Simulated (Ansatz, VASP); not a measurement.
# AlSi2C2N (twisted h-SiC/h-AlN monolayer on bilayer, 46.83 deg): VASP beside Ansatz

Aim: how closely do two programs agree when they are given the same cell, functional and k mesh? The cell is taken from a series of runs on this material, whose earlier steps may have relaxed, scaled, displaced or heated it; both programs get it as it stands.

Main program and level: Ansatz 0.2.0; plane waves, with VASP 6.6.1 beside it; single point at PBE with D4.

### Step 1. Starting point

The cell holds 114 atoms: 38 Si, 38 C, 19 Al and 19 N. Cell: a = 13.578 Å, b = 13.578 Å, c = 18.580 Å, α = 90.0°, β = 90.0°, γ = 120.0°. As first built, before any earlier steps moved the atoms (in the runner's words): h-SiC (a = 3.1 A) under h-AlN (a = 3.13 A), monolayer on bilayer, commensurate cell of 19 unit cells a layer, twist 46.83 deg, both strained to the mean lattice constant; facing atoms 3.19, 3.39 A apart;; flat layers, displaced by a Gaussian of 0.01 A. Vacuum lies along c.

### Step 2. VASP: single point, PBE with D4

A single point gives forces, pressure and levels at one fixed geometry, so differences don't come from the geometry; what else differs is listed under the comparison.

Lines of VASP's logs that name or quote its potential files are left out, and so is its time.

Input file INCAR:

```
SYSTEM = AlSi2C2N
PREC = Accurate
ENCUT = 520
EDIFF = 1E-06
NELM = 120
ISMEAR = -1
SIGMA = 0.05
LREAL = Auto
ALGO = Normal
GGA = PE
IVDW = 13
NBANDS = 320
LORBIT = 11
LWAVE = .FALSE.
LCHARG = .FALSE.
ISIF = 2
LASPH = .TRUE.
GGA_COMPAT = .FALSE.
EFERMI = MIDGAP
NCORE = 4
```

Input file POSCAR:

```
AlSi2C2N
1.0
   13.5780000000      0.0000000000      0.0000000000
   -6.7890000000     11.7588900000      0.0000000000
    0.0000000000      0.0000000000     18.5800000000
Si C Al N
38 38 19 19
Direct
    0.1733900000      0.7726800000      0.3209300000
    0.2820700000      0.0365300000      0.3149400000
    0.1254400000      0.1434300000      0.3135900000
    0.2266500000      0.4049400000      0.3281000000
    0.3315400000      0.6683700000      0.3147700000
    0.4379100000      0.9318400000      0.3168800000
    0.3867200000      0.2998700000      0.3193500000
    0.4889200000      0.5618500000      0.3255100000
    0.5948400000      0.8234600000      0.3153700000
    0.7015000000      0.0880000000      0.3225000000
    0.5428200000      0.1945500000      0.3181500000
    0.6474300000      0.4569700000      0.3231400000
    0.7536700000      0.7196300000      0.3219200000
    0.8612900000      0.9830800000      0.3089500000
    0.8062300000      0.3510300000      0.3245500000
    0.9107600000      0.6120300000      0.3224800000
    0.0160500000      0.8763500000      0.3101900000
    0.9611800000      0.2422800000      0.3281700000
    0.0693000000      0.5077000000      0.3291200000
    0.2928800000      0.9086200000      0.5015000000
    0.4035300000      0.1743900000      0.5065000000
    0.2470300000      0.2795700000      0.4883900000
    0.3497700000      0.5415500000      0.5004200000
    0.4499700000      0.8004800000      0.4907800000
    0.5556700000      0.0639700000      0.5015600000
    0.5114300000      0.4405000000      0.5014500000
    0.6135900000      0.7043600000      0.4930400000
    0.7183600000      0.9653400000      0.4860600000
    0.8217800000      0.2270400000      0.5017500000
    0.6658800000      0.3291200000      0.5099700000
[... 78 atom lines left out ...]
    0.0349800000      0.2831800000      0.6827800000
    0.8822800000      0.0204500000      0.6749800000
    0.2450500000      0.9635800000      0.6835800000
    0.0907600000      0.7076700000      0.6855500000
    0.9280200000      0.4407300000      0.6724700000
    0.9882500000      0.8646500000      0.6658800000
```

Input file KPOINTS:

```
Automatic mesh
0
Gamma
1 1 1
0 0 0
```

Potentials, in the order of the species: Si, C, Al and N (PBE family, release 64).

On the command line:

```
$ mpirun -np 16 vasp_gam
```

Numbers of over 12 decimals in the logs are rounded to 6 here.

Output:

```text
[banner, memory and clock lines left out]
running   16 mpi-ranks, on    1 nodes
[...]
LDA part: xc-table for (Slater+PW92), standard interpolation
 POSCAR, INCAR and KPOINTS ok, starting setup
[...]
entering main loop
       N       E                     dE             d eps       ncg     rms          rms(c)
DAV:   1     0.383591518723E+04    0.38359E+04   -0.20132E+05   656   0.123E+03
DAV:   2    -0.280759055345E+03   -0.41167E+04   -0.39005E+04   960   0.264E+02
DAV:   3    -0.923223403849E+03   -0.64246E+03   -0.63482E+03   776   0.107E+02
DAV:   4    -0.958992218980E+03   -0.35769E+02   -0.35636E+02   864   0.293E+01
[...]
DAV:  26    -0.795270978088E+03   -0.30014E-05   -0.16513E-07   536   0.413E-04    0.238E-04
DAV:  27    -0.795270979504E+03   -0.14156E-05   -0.92013E-08   552   0.285E-04    0.192E-04
DAV:  28    -0.795270980488E+03   -0.98359E-06   -0.85820E-08   552   0.256E-04
   1 F= -.82204598E+03 E0= -.82204598E+03  d E =-.142254E-08
```

Parts of OUTCAR (step 2):

```text
  Edisp (eV):  -26.77500

  Total      19.08775    20.83680    -4.99103     1.74989     0.52656     2.13082
  in kB      10.30902    11.25366    -2.69558     0.94509     0.28439     1.15082
  external pressure =        6.29 kB  Pullay stress =        0.00 kB

 POSITION                                       TOTAL-FORCE (eV/Angst)
 -----------------------------------------------------------------------------------
     -2.89144      9.08586      5.96288         1.093851      0.378823      0.177103
      3.58194      0.42955      5.85159        -0.774607      0.190937     -0.240519
      0.72948      1.68658      5.82650        -0.680839     -0.075062      0.302049
      0.32832      4.76164      6.09610         0.799828     -0.793190     -0.200345
     -0.03591      7.85929      5.84843         0.230103     -0.523089      0.806399
     -0.38032     10.95740      5.88763         0.192164      0.256556      0.249903
      3.21507      3.52614      5.93352         0.165182     -0.235164      0.376418
[...]
1.39222     11.09275      9.09231         0.141496     -0.249955      0.066447
      4.98319      3.73874      9.41077         0.797920     -0.839028      0.234986
      4.68699      6.83427      9.26659        -0.870240      0.292287     -0.042569
      4.30151      9.92756      8.97135        -0.171154     -0.555363      0.369681
     10.72750      1.22563      9.20267        -0.359070      0.017299      0.026637
      7.78678      2.38905      9.36543         1.425624      0.492651      0.216830
[...]
-----------------------------------------------------------------------------------
    total drift:                               -0.008278      0.014909     -0.023865

  FREE ENERGIE OF THE ION-ELECTRON SYSTEM (eV)
  ---------------------------------------------------
  free  energy   TOTEN  =      -822.0459827957 eV

  energy  without entropy=     -822.0459827943  energy(sigma->0) =     -822.04598279

[... 3 further parts left out ...]
[key lines of the parts left out:]
E-fermi :   1.2090
```

[end of part 1 of 2]

[Lines on the potential files, build, host, timing and source positions are cut from VASP's logs without a mark.]

[Logs are printed without paths, hosts, clocks, repeated set-up lines and the standing remarks that a program may print on its own settings, such as how far it seeks lower states.]

[Hosts, paths, dates, database ids (printed as entryN), source tags and the programs' standing remarks are cut or masked in the printed files.]
